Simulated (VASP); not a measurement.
Input:

```xyz
4
Lattice="3.3061 0.0000 0.0000 -1.6531 2.8632 0.0000 0.0000 0.0000 6.0959" Properties=species:S:1:pos:R:3 pbc="T T T"
Hf     0.0000     0.0000     0.0000
Hf     0.0000     0.0000     3.0480
B      0.0000     1.9088     1.5240
B      1.6531     0.9544     4.5719
```

All values below come from PBEsol GGA, VASP's PBE PAW potentials (set 64) (plane waves; VASP 6.6.1). Run with 520 eV cut-off, Gaussian smearing of 0.050 eV, potentials Hf_pv B.

Unless said otherwise, spin-orbit coupling is left out, though it shifts the bands of the heavy elements here.

Task: Predict the band gap (along the path) with the smallest direct gap where there is one.

Result: 
```yaml
band gap (along the path): none (metal, semimetal or under 0.01 eV)
```

Total energies compare only between runs with the same potentials, cut-off and functional.

The structure was generated: HfB was put into the NiAs type type (P6_3/mmc), which need not be its known phase. It was relaxed first, which changed the volume by -32 %.
